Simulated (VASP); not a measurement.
Crystal: RbGeN.

```
CELL_PARAMETERS angstrom
4.83261 0.00000 0.00000
0.00000 4.83261 0.00000
0.00000 0.00000 3.82204
ATOMIC_POSITIONS crystal
Rb 0.50000 0.50000 0.50000
Ge 0.00000 0.00000 0.50000
N 0.00000 0.00000 0.00000
```

The cell was built by a generator and needn't be a form met in nature.

The cell isn't the ideal one: random cell by space group and Wyckoff sites (P4/mmm, No. 123).

- Program: VASP 6.6.1
- Task: relaxation of cell and atoms
- Functional: PBE
- Potentials or basis: VASP PAW PBE potentials, release 64 (Rb_sv, Ge_d, N)
- Cutoff: 600 eV
- k mesh: 4 × 4 × 4
- Occupations: gaussian, width 0.1 eV
- Spin: no spin polarisation

At the start: pressure 1.2 GPa; volume 29.75 Å³/atom.

Question: How do energy, volume and symmetry change on relaxing?

Answer: Over 5 steps the energy falls by 4.5 meV/atom and the volume is 31.04 Å³/atom (+4.3 %); space group P4/mmm (No. 123, to 0.05 Å).

The path:
| step | energy change (eV) | largest force (eV/Å) | pressure (GPa) | volume (Å³) |
| --- | --- | --- | --- | --- |
| 1 | 0.0000 | 0.0000 | 1.24 | 89.26 |
| 2 | -0.0060 | 0.0000 | -0.30 | 92.26 |
| 3 | -0.0090 | 0.0000 | 0.24 | 91.14 |
| 4 | -0.0121 | 0.0000 | 0.14 | 92.10 |
| 5 | -0.0134 | 0.0000 | 0.03 | 93.13 |

Final structure:
```cif
data_structure
_symmetry_space_group_name_H-M 'P 1'
_symmetry_Int_Tables_number 1
_cell_length_a 4.9115
_cell_length_b 4.9115
_cell_length_c 3.8607
_cell_angle_alpha 90.000
_cell_angle_beta 90.000
_cell_angle_gamma 90.000
_cell_volume 93.13
loop_
_atom_site_label
_atom_site_type_symbol
_atom_site_fract_x
_atom_site_fract_y
_atom_site_fract_z
_atom_site_occupancy
Rb1 Rb 0.50000 0.50000 0.50000 1
Ge1 Ge 0.00000 0.00000 0.50000 1
N1 N 0.00000 0.00000 0.00000 1
```

Caveat: the k mesh is coarse (spacing up to 0.41 Å⁻¹), so the values aren't converged.
